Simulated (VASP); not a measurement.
**SiC (Moissanite 3C): exact exchange and RPA correlation**

How do cheaper functionals compare with the RPA for SiC (Moissanite 3C), and at what cost? The scan starts from a database cell, scaled to the smallest volume of the series. The cell is of the zinc-blende type, one of the forms listed for this formula. The start is a cell from a database of measured crystal structures.

Method: PBE; plane waves and PAW (Si_GW, C_GW), in the first sound run; inputs show where later runs differ, in VASP 6.6.1.

### 1. The starting structure

Symmetry: F-43m, No. 216, cubic system. The conventional cell has a = 4.269 Å, b = 4.269 Å, c = 4.269 Å, α = 90.00°, β = 90.00°, γ = 90.00°. Nearest to Si lie 4 C at 1.85 Å. Nearest to C lie 4 Si at 1.85 Å. Farther neighbours are not listed.

As a file:

```xyz
2
Lattice="0.0000 2.1345 2.1345 2.1345 0.0000 2.1345 2.1345 2.1345 0.0000" Properties=species:S:1:pos:R:3 pbc="T T T"
Si    0.0000    0.0000    0.0000
C     3.2018    3.2018    3.2018
```

### 2. Orbitals, volume ratio 0.94

RPA gives no stress here, so the energy is scanned over volumes, at one cutoff and mesh. Volumes are given as ratios to a reference cell, and this first cell is that cell scaled to 0.94. Each point starts from PBE orbitals, tightly converged.

Input file INCAR:

```
SYSTEM = SiC
PREC = Accurate
ENCUT = 560
EDIFF = 1E-08
NELM = 100
ISMEAR = 0
SIGMA = 0.05
LREAL = .FALSE.
ALGO = Normal
GGA = PE
NBANDS = 10
LORBIT = 11
LWAVE = .TRUE.
LCHARG = .FALSE.
KPAR = 8
```

Input file POSCAR:

```
SiC
1.0
    0.0000000000      2.1345181309      2.1345181309
    2.1345181309      0.0000000000      2.1345181309
    2.1345181309      2.1345181309      0.0000000000
Si C
1 1
Direct
    0.0000000000      0.0000000000      0.0000000000
    0.7500000000      0.7500000000      0.7500000000
```

Input file KPOINTS:

```
Automatic mesh
0
Gamma
6 6 6
0 0 0
```

PAW data sets: Si_GW and C_GW (PBE family, release 64).

Run with:

```
$ mpirun -np 8 vasp_std
```

The program printed:

```text
[banner, memory and clock lines left out]
running    8 mpi-ranks, on    1 nodes
 distrk:  each k-point on    1 cores,    8 groups
 distr:  one band on    1 cores,    1 groups

 POSCAR found type information on POSCAR SiC
 POSCAR found :  2 types and       2 ions
|                                                                             |
|           W    W    AA    RRRRR   N    N  II  N    N   GGGG   !!!           |
|           W    W   A  A   R    R  NN   N  II  NN   N  G    G  !!!           |
|           W    W  A    A  R    R  N N  N  II  N N  N  G       !!!           |
|           W WW W  AAAAAA  RRRRR   N  N N  II  N  N N  G  GGG   !            |
|           WW  WW  A    A  R   R   N   NN  II  N   NN  G    G                |
|           W    W  A    A  R    R  N    N  II  N    N   GGGG   !!!           |
|                                                                             |
|     For optimal performance we recommend to set                             |
|       NCORE = 2 up to number-of-cores-per-socket                            |
|     NCORE specifies how many cores store one orbital (NPAR=cpu/NCORE).      |
|     This setting can greatly improve the performance of VASP for DFT.       |
|     The default, NCORE=1 might be grossly inefficient on modern             |
|     multi-core architectures or massively parallel machines. Do your        |
|     Unfortunately you need to use the default for GW and RPA                |
|     calculations (for HF NCORE is supported but not extensively tested      |
|     yet).                                                                   |
|                                                                             |

 LDA part: xc-table for (Slater+PW92), standard interpolation
 POSCAR, INCAR and KPOINTS ok, starting setup
 FFT: planning ... GRIDC
 FFT: planning ... GRID_SOFT
 FFT: planning ... GRID
 WAVECAR not read
 entering main loop
       N       E                     dE             d eps       ncg     rms          rms(c)
DAV:   1     0.538027983433E+01    0.53803E+01   -0.50807E+03   400   0.853E+02
DAV:   2    -0.164252651862E+02   -0.21806E+02   -0.20064E+02   436   0.161E+02
DAV:   3    -0.170174434396E+02   -0.59218E+00   -0.59064E+00   390   0.192E+01
DAV:   4    -0.170293349553E+02   -0.11892E-01   -0.11885E-01   458   0.325E+00
DAV:   5    -0.170295042395E+02   -0.16928E-03   -0.16925E-03   404   0.328E-01    0.735E+00
DAV:   6    -0.150589476654E+02    0.19706E+01   -0.69117E+00   478   0.181E+01    0.223E+00
DAV:   7    -0.149742286000E+02    0.84719E-01   -0.38716E-01   444   0.399E+00    0.114E+00
DAV:   8    -0.149638708072E+02    0.10358E-01   -0.22884E-02   424   0.159E+00    0.833E-02
DAV:   9    -0.149639184418E+02   -0.47635E-04   -0.10744E-03   436   0.238E-01    0.407E-02
DAV:  10    -0.149639850454E+02   -0.66604E-04   -0.11152E-04   382   0.834E-02    0.111E-02
DAV:  11    -0.149639857003E+02   -0.65496E-06   -0.22702E-05   424   0.382E-02    0.325E-03
DAV:  12    -0.149639860465E+02   -0.34615E-06   -0.92693E-07   428   0.105E-02    0.508E-04
DAV:  13    -0.149639860420E+02    0.44877E-08   -0.28428E-08   402   0.143E-03
   1 F= -.14963986E+02 E0= -.14963986E+02  d E =-.159777E-15
 writing wavefunctions
```

It took 1.8 s on 8 MPI ranks of Intel Xeon Platinum 8124M at 3.00GHz (Skylake/Cascade Lake), shared host; peak memory 1.1 GiB.

Lines that name or quote the potential files are left out of all logs, and their timing lines are given in words.

OUTCAR, selected parts (step 2):

```text
ion  position               nearest neighbor table
   1  0.000  0.000  0.000-   2 1.85   2 1.85   2 1.85   2 1.85
   2  0.750  0.750  0.750-   1 1.85   1 1.85   1 1.85   1 1.85

  LATTYP: Found a face centered cubic cell.
 ALAT       =     4.2690362618

 Subroutine GETGRP returns: Found 24 space group operations
 (whereof 24 operations were pure point group operations)

The static configuration has the point symmetry T_d .

 Found     16 irreducible k-points:

   k-points           NKPTS =     16   k-points in BZ     NKDIM =     16   number of bands    NBANDS=     10

   dimension x,y,z NGX =    24 NGY =   24 NGZ =   24
   dimension x,y,z NGXF=    48 NGYF=   48 NGZF=   48

   ENCUT  =  560.0 eV  41.16 Ry    6.42 a.u.   5.82  5.82  5.82*2*pi/ulx,y,z

   NELECT =       8.0000    total number of electrons

 k-points in reciprocal lattice and weights: Automatic mesh
   0.00000000  0.00000000  0.00000000       0.005
   0.16666667  0.00000000  0.00000000       0.037
   0.33333333  0.00000000  0.00000000       0.037
   0.50000000  0.00000000  0.00000000       0.019
   0.16666667  0.16666667  0.00000000       0.028
   0.33333333  0.16666667  0.00000000       0.111
   0.50000000  0.16666667  0.00000000       0.111
  -0.33333333  0.16666667  0.00000000       0.111
  -0.16666667  0.16666667  0.00000000       0.056
[...]
-0.33333333  0.33333333  0.16666667       0.111
  -0.33333333  0.50000000  0.16666667       0.056

 average (electrostatic) potential at core
       1 -63.3679       2 -44.2530

 E-fermi :   8.7311

 k-point     1 :       0.0000    0.0000    0.0000
  band No.  band energies     occupation
      1      -7.4400      2.00000
      2       8.4640      2.00000
      3       8.4640      2.00000
      4       8.4640      2.00000
      5      15.4229      0.00000
      6      16.2087      0.00000
      7      16.2087      0.00000
      8      16.2087      0.00000
      9      23.3248      0.00000
    ...

 k-point     2 :       0.1667    0.0000    0.0000
  band No.  band energies     occupation
      1      -6.8739      2.00000
      2       6.0472      2.00000
      3       8.1301      2.00000
      4       8.1301      2.00000
      5      15.3630      0.00000
      6      16.7339      0.00000
      7      16.7339      0.00000
      8      17.4110      0.00000
      9      21.7241      0.00000
    ...

 k-point     3 :       0.3333    0.0000    0.0000
  band No.  band energies     occupation
      1      -5.2630      2.00000
      2       2.0890      2.00000
      3       7.6093      2.00000
      4       7.6093      2.00000
      5      14.7027      0.00000
      6      16.4214      0.00000
      7      16.4214      0.00000
      8      18.8373      0.00000
      9      23.1922      0.00000
    ...

  Total        2.3236597      2.3236597      2.3236597      0.0000000      0.0000000     -0.0000000
  in kB      191.4051246    191.4051246    191.4051246      0.0000000      0.0000000     -0.0000000
  external PRESSURE =     191.4051246 kB  Pullay stress =       0.0000000 kB

  energy-cutoff  :      560.00
  volume of cell :       19.45
      direct lattice vectors                 reciprocal lattice vectors
     0.000000000  2.134518131  2.134518131    -0.234244907  0.234244907  0.234244907
     2.134518131  0.000000000  2.134518131     0.234244907 -0.234244907  0.234244907
     2.134518131  2.134518131  0.000000000     0.234244907  0.234244907 -0.234244907

 POSITION                                       TOTAL-FORCE (eV/Angst)
 -----------------------------------------------------------------------------------
      0.00000      0.00000      0.00000        -0.000000     -0.000000     -0.000000
      3.20178      3.20178      3.20178         0.000000      0.000000      0.000000
 -----------------------------------------------------------------------------------
    total drift:                                0.000000      0.000000      0.000000

  FREE ENERGIE OF THE ION-ELECTRON SYSTEM (eV)
  ---------------------------------------------------
  free  energy   TOTEN  =       -14.9639860420 eV

  energy  without entropy=      -14.9639860420  energy(sigma->0) =      -14.96398604

 total charge
# of ion       s       p       d       tot
------------------------------------------
    1        0.692   0.996   0.240   1.928
    2        0.816   1.731   0.000   2.548
--------------------------------------------------
tot          1.508   2.728   0.240   4.476

[... 3 further parts left out ...]
```

The gap is read on the k-mesh alone, so it is an upper bound where the band edges lie off the mesh.

A gap read on the k-mesh alone can miss the band edges.

This step gave:

| Property | Result |
| --- | --- |
| free energy (TOTEN) | -14.96 eV |
| Fermi energy | 8.731 eV |
| pressure | 19.14 GPa |
| gap on the k-mesh | 1.293 eV |
| least direct gap on the k-mesh | 4.602 eV |

### 3. Exact exchange, volume ratio 0.94

This step: Hartree-Fock energy on PBE orbitals; plane waves and PAW (Si_GW, C_GW) (VASP 6.6.1).

The Hartree-Fock energy is evaluated once on these orbitals (ALGO = Eigenval, NELM = 1), without letting them relax. It uses the mesh of the correlation step, and the total energy is their sum.

Input file INCAR:

```
SYSTEM = SiC
PREC = Accurate
ENCUT = 560
ISMEAR = 0
SIGMA = 0.05
LREAL = .FALSE.
GGA = PE
NBANDS = 10
ALGO = Eigenval
NELM = 1
LHFCALC = .TRUE.
AEXX = 1
ALDAC = 0
AGGAC = 0
PRECFOCK = Normal
LWAVE = .FALSE.
LCHARG = .FALSE.
```

POSCAR is that of step 2.

KPOINTS is that of step 2.

The run starts from files that an earlier step left in the folder.

Run with:

```
$ mpirun -np 8 vasp_std
```

The program printed:

```text
[banner, memory and clock lines left out]
running    8 mpi-ranks, on    1 nodes
 distrk:  each k-point on    8 cores,    1 groups
 distr:  one band on    1 cores,    8 groups

 POSCAR found type information on POSCAR SiC
 POSCAR found :  2 types and       2 ions
 [... a notice as in an earlier step ...]

 LDA part: xc-table for (Slater+PW92), standard interpolation
|                                                                             |
|           W    W    AA    RRRRR   N    N  II  N    N   GGGG   !!!           |
|           W    W   A  A   R    R  NN   N  II  NN   N  G    G  !!!           |
|           W    W  A    A  R    R  N N  N  II  N N  N  G       !!!           |
|           W WW W  AAAAAA  RRRRR   N  N N  II  N  N N  G  GGG   !            |
|           WW  WW  A    A  R   R   N   NN  II  N   NN  G    G                |
|           W    W  A    A  R    R  N    N  II  N    N   GGGG   !!!           |
|                                                                             |
|     The number of bands has been changed from the values supplied in        |
|     The orbitals not found in the WAVECAR file will be initialized with     |
|     random numbers, which is usually adequate. For correlated               |
|     calculations, however, you should redo the groundstate calculation.     |
|     I found NBANDS = 10. Now, NBANDS = 16.                                  |
|                                                                             |

 found WAVECAR, reading the header
  number of bands has changed, file:    10 present:    16
  trying to continue reading WAVECAR, but it might fail
 POSCAR, INCAR and KPOINTS ok, starting setup
 FFT: planning ... GRIDC
 FFT: planning ... GRID_SOFT
 FFT: planning ... GRID
 reading WAVECAR
 random initialization beyond band           10
 the WAVECAR file was read successfully
 initial charge from wavefunction
 entering main loop
       N       E                     dE             d eps       ncg     rms          rms(c)
EIG:   1    -0.250839790731E+02   -0.25084E+02    0.00000E+00     0   0.000E+00
   1 F= -.25083979E+02 E0= -.25083979E+02  d E =-.346295E-21
```

It took 20 s on 8 MPI ranks; peak memory 0.92 GiB; 2.6 min of CPU time.

From OUTCAR (step 3):

```text
The static configuration has the point symmetry T_d .

 Found     16 irreducible k-points:

   k-points           NKPTS =     16   k-points in BZ     NKDIM =    216   number of bands    NBANDS=     16

   NELECT =       8.0000    total number of electrons

  exchange ACFDT corr.  =         0.00000000  see jH, gK, PRB 81, 115126

 E-fermi :   8.7864

 k-point     1 :       0.0000    0.0000    0.0000
  band No.  band energies     occupation
      1     -16.5603      2.00000
      2       5.7375      2.00000
      3       5.7375      2.00000
      4       5.7375      2.00000
      5      21.3834      0.00000
      6      22.0899      0.00000
      7      22.0899      0.00000
      8      22.0899      0.00000
      9      30.3372      0.00000
    ...

 k-point     2 :       0.1667    0.0000    0.0000
  band No.  band energies     occupation
      1     -15.8072      2.00000
      2       2.4787      2.00000
      3       5.3018      2.00000
      4       5.3018      2.00000
      5      21.1172      0.00000
      6      22.8185      0.00000
      7      22.8185      0.00000
      8      23.8957      0.00000
      9      28.3834      0.00000
    ...

 POSITION                                       TOTAL-FORCE (eV/Angst)
 -----------------------------------------------------------------------------------
      0.00000      0.00000      0.00000         0.000000      0.000000      0.000000
      3.20178      3.20178      3.20178        -0.000000     -0.000000     -0.000000
 -----------------------------------------------------------------------------------
    total drift:                                0.000000     -0.000000     -0.000000

  FREE ENERGIE OF THE ION-ELECTRON SYSTEM (eV)
  ---------------------------------------------------
  free  energy   TOTEN  =       -25.0839790731 eV

  energy  without entropy=      -25.0839790731  energy(sigma->0) =      -25.08397907

[... 7 parts as in an earlier step ...]

[... 5 further parts left out ...]
```

This step gave:

| Quantity | Value |
| --- | --- |
| free energy (TOTEN) | -25.08 eV |

The Hartree-Fock energy on these orbitals is -12.5420 eV an atom.

### 4. Empty bands, volume ratio 0.94

This step: PBE; plane waves and PAW (Si_GW, C_GW) (VASP 6.6.1).

ALGO = Exact makes the empty bands from the converged ground state in one step. LOPTICS writes the k-derivatives of the orbitals (WAVEDER), which give the long-wavelength limit of the screening.

Input file INCAR:

```
SYSTEM = SiC
PREC = Accurate
ENCUT = 560
ISMEAR = 0
SIGMA = 0.05
LREAL = .FALSE.
GGA = PE
NBANDS = 592
ALGO = Exact
NELM = 1
LWAVE = .TRUE.
LCHARG = .FALSE.
LOPTICS = .TRUE.
NEDOS = 1000
CSHIFT = 0.1
```

POSCAR is that of step 3.

KPOINTS is that of step 3.

Run with:

```
$ mpirun -np 8 vasp_std
```

The program printed:

```text
[banner, memory and clock lines left out]
running    8 mpi-ranks, on    1 nodes
 distrk:  each k-point on    8 cores,    1 groups
 distr:  one band on    1 cores,    8 groups

 POSCAR found type information on POSCAR SiC
 POSCAR found :  2 types and       2 ions
 [... a notice as in an earlier step ...]

 LDA part: xc-table for (Slater+PW92), standard interpolation
 found WAVECAR, reading the header
  number of bands has changed, file:    10 present:   592
  trying to continue reading WAVECAR, but it might fail
 POSCAR, INCAR and KPOINTS ok, starting setup
 FFT: planning ... GRIDC
 FFT: planning ... GRID_SOFT
 FFT: planning ... GRID
 reading WAVECAR
 random initialization beyond band           10
 the WAVECAR file was read successfully
 initial charge from wavefunction
 entering main loop
       N       E                     dE             d eps       ncg     rms          rms(c)
DIA:   1    -0.149639860478E+02   -0.14964E+02    0.00000E+00     0   0.000E+00
   1 F= -.14963986E+02 E0= -.14963986E+02  d E =-.319980E-11
 writing wavefunctions
 optical routines
 imaginary and real dielectric function
 recalculating local potential from charge density
 direction            1
 direction            2
 direction            3
```

The job ended after 4 s (8 MPI ranks; peak memory 1.1 GiB; 28 s of CPU time).

Parts of OUTCAR (step 4):

```text
The static configuration has the point symmetry T_d .

 Found     16 irreducible k-points:

   k-points           NKPTS =     16   k-points in BZ     NKDIM =     16   number of bands    NBANDS=    592

   NELECT =       8.0000    total number of electrons

 E-fermi :   8.6799

 k-point     1 :       0.0000    0.0000    0.0000
  band No.  band energies     occupation
      1      -7.4400      2.00000
      2       8.4641      2.00000
      3       8.4641      2.00000
      4       8.4641      2.00000
      5      15.4229      0.00000
      6      16.2087      0.00000
      7      16.2087      0.00000
      8      16.2087      0.00000
      9      23.3248      0.00000
    ...

 k-point     2 :       0.1667    0.0000    0.0000
  band No.  band energies     occupation
      1      -6.8739      2.00000
      2       6.0473      2.00000
      3       8.1302      2.00000
      4       8.1302      2.00000
      5      15.3630      0.00000
      6      16.7339      0.00000
      7      16.7339      0.00000
      8      17.4110      0.00000
      9      21.7241      0.00000
    ...

  Total        2.3234428      2.3234428      2.3234428      0.0000000      0.0000000      0.0000000
  in kB      191.3872582    191.3872582    191.3872582      0.0000000      0.0000000      0.0000000
  external PRESSURE =     191.3872582 kB  Pullay stress =       0.0000000 kB

 POSITION                                       TOTAL-FORCE (eV/Angst)
 -----------------------------------------------------------------------------------
      0.00000      0.00000      0.00000         0.000000      0.000000      0.000000
      3.20178      3.20178      3.20178        -0.000000     -0.000000     -0.000000
 -----------------------------------------------------------------------------------
    total drift:                                0.000000      0.000000      0.000000

  FREE ENERGIE OF THE ION-ELECTRON SYSTEM (eV)
  ---------------------------------------------------
  free  energy   TOTEN  =       -14.9639860478 eV

  energy  without entropy=      -14.9639860478  energy(sigma->0) =      -14.96398605

 plasma frequency squared (from intraband transitions) (eV^2)
  --------------------------------------------------------------------------------------
       0.000      -0.000       0.000
      -0.000       0.000      -0.000
       0.000      -0.000       0.000

[... 7 parts as in an earlier step ...]

[... 5 further parts left out ...]
```

WAVECAR now holds 592 bands for 8 electrons. Its independent-particle dielectric tensor has xx, yy, zz = 7.7, 7.7, 7.7 on this mesh, which isn't tested for convergence in mesh or bands and lacks local fields.

[end of part 1 of 7]

[Lines on the potential files, build, host, timing and source positions are cut from VASP's logs without a mark.]

[Logs are printed without paths, hosts, clocks, repeated set-up lines and the standing remarks that a program may print on its own settings, such as how far it seeks lower states.]

[Hosts, paths, dates, database ids (printed as entryN), source tags and the programs' standing remarks are cut or masked in the printed files.]

[Pressures printed for these runs are not shown converged in the cutoff: they can be off by several GPa and have the wrong sign.]
